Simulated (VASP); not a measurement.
A convergence study with VASP on WS₂ (space group no. 194 when undisturbed): one setting is varied, all else stays as given below, so the limit is that of these other settings. One atom is moved off its site, so that forces are finite.

```
WS2
1.0
    1.57028    -2.71980     0.00000
    1.57028     2.71980     0.00000
    0.00000     0.00000    12.28304
W S
2 4
Direct
  0.33333   0.66667   0.25407
  0.66667   0.33333   0.75000
  0.33333   0.66667   0.87800
  0.66667   0.33333   0.37800
  0.66667   0.33333   0.12200
  0.33333   0.66667   0.62200
```

Level of theory: PBE GGA, VASP's PBE PAW potentials (set 64) (plane waves; VASP). The tightest run used: 720 eV cut-off, 9×9×2 Γ-centred mesh, Fermi-Dirac smearing of 0.050 eV, potentials W_sv S.

| setting | E (eV/atom) | pressure (GPa) | largest force (eV/Å) | plane waves |
|---|---|---|---|---|
| ENCUT = 105 | -6.4964 | -252.59 | 4.305 | 273 |
| ENCUT = 120 | -7.6384 | -136.45 | 3.179 | 326 |
| ENCUT = 135 | -7.9896 | -72.70 | 2.273 | 387 |
| ENCUT = 150 | -7.9151 | -38.20 | 2.047 | 452 |
| ENCUT = 165 | -7.8641 | -19.44 | 1.814 | 523 |
| ENCUT = 180 | -7.8342 | -9.34 | 1.687 | 589 |
| ENCUT = 210 | -7.8292 | 0.20 | 1.660 | 749 |
| ENCUT = 240 | -7.8424 | 3.53 | 1.678 | 902 |

Question: These are the cheaper rows. Estimate the results at ENCUT = 720, and how far the last row shown lies from them.

Answer: 
```tsv
quantity	tightest run	last row shown is off by
E (eV/atom)	-7.8583	0.0159
pressure (GPa)	5.86	-2.33
largest force (eV/Å)	1.681	-0.002
```

Left out are rungs that failed or repeat a setting and relaxations that didn't move; long series are thinned to 24 rows.

The structure is a typed WS2 crystal (space group no. 194). The cell was not relaxed at this level, it is distorted from the ideal structure.
